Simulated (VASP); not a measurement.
Elastic constants (GPa) of a crystal from LDA (Ceperley-Alder, Perdew-Zunger), VASP's LDA PAW potentials (set 64) in VASP:

```
      xx    yy    zz    yz    xz    xy
--  ----  ----  ----  ----  ----  ----
xx  92.3  22.7  22.7   0.0   0.0   0.0
yy  22.7  92.3  22.7   0.0   0.0   0.0
zz  22.7  22.7  92.3   0.0   0.0   0.0
yz   0.0   0.0   0.0  37.7   0.0   0.0
xz   0.0   0.0   0.0   0.0  37.7   0.0
xy   0.0   0.0   0.0   0.0   0.0  37.7
```

**Question.** Work out the Voigt, Reuss and Hill moduli, Young's modulus and Poisson's ratio.

**Answer.** All eigenvalues are positive (smallest 37.7 GPa), so the crystal is stable. K_V = (C11+C22+C33+2(C12+C13+C23))/9 = (276.9 + 2×68.1)/9 = 45.9 GPa; G_V = (276.9 − 68.1 + 3×113.1)/15 = 36.5 GPa. From the compliances, K_R = 45.9 GPa and G_R = 36.5 GPa. Hill: K = 45.9 GPa, G = 36.5 GPa, E = 9KG/(3K+G) = 86.6 GPa, ν = (3K−2G)/(2(3K+G)) = 0.186. K/G = 1.26, below Pugh's 1.75; universal anisotropy A^U = 0.01.

**Question.** With a density of 1.77 g/cm³, what are the mean sound speeds?

**Answer.** v_l = √((K+4G/3)/ρ) = 7.31 km/s and v_t = √(G/ρ) = 4.54 km/s. The crystal is Li2S (antifluorite), cubic.

The compound is Li2S in the antifluorite structure. It was relaxed first, which changed the volume by -8 %.
